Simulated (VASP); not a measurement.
Data:

```
Se
1.0
    2.22656    -3.85652     0.00000
    2.22656     3.85652     0.00000
    0.00000     0.00000     5.06770
Se
3
Direct
  0.00000   0.22159   0.66667
  0.77841   0.77841   0.00000
  0.22159   0.00000   0.33333
```

The numbers are results of SCAN meta-GGA, VASP's PBE PAW potentials (set 64) (plane waves; VASP), not measurements. Run with 520 eV cut-off, 6×6×5 Γ-centred mesh, Gaussian smearing of 0.050 eV, potentials Se.

Question: The ions and cell shape at fixed volume are relaxed. Give the cell that the relaxation ends in.

Answer: 
```
Se
1.0
    2.24266    -3.88440     0.00000
    2.24266     3.88440     0.00000
    0.00000     0.00000     4.99521
Se
3
Cartesian
  2.73171  -3.03734   3.33014
  3.50722   0.00000   0.00000
  2.73171   3.03734   1.66507
```
Space group P3_121 (152), at a tolerance of 0.03 Å.

Question: How much energy does the relaxation gain?

Answer: The energy (σ→0) changes by -3.8 meV/atom, in 5 ionic steps.

The compound is Se in the trig structure. This cell is one point of a volume scan, at 1.03 of the reference volume. Symmetry was kept, so distortions that lower it aren't found.
